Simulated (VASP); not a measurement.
Input:

```xyz
1
Lattice="-2.4423 2.4423 2.4423 2.4423 -2.4423 2.4423 2.4423 2.4423 -2.4423" Properties=species:S:1:pos:R:3 pbc="T T T"
Ba     0.0000     0.0000     0.0000
```

All values below come from vdW-DF-cx, VASP's PBE PAW potentials (set 64) (plane waves; VASP). Settings: 520 eV cut-off, 10×10×10 Γ-centred mesh, first-order Methfessel-Paxton smearing of 0.10 eV, potentials Ba_sv.

Unless said otherwise, spin-orbit coupling is left out, though it shifts the bands of the heavy elements here.

Problem. What does the run give for the energy per atom (σ→0), band gap (on the k-mesh) with the smallest direct gap where there is one?

Solution. 
The band gap (on the k-mesh) comes out as none (metal, semimetal or under 0.01 eV) and the energy per atom (σ→0) is 0.147 eV/atom.

The compound is Ba in the bcc structure. It was relaxed first, which changed the volume by -8 %. The start is the result of an earlier pass.
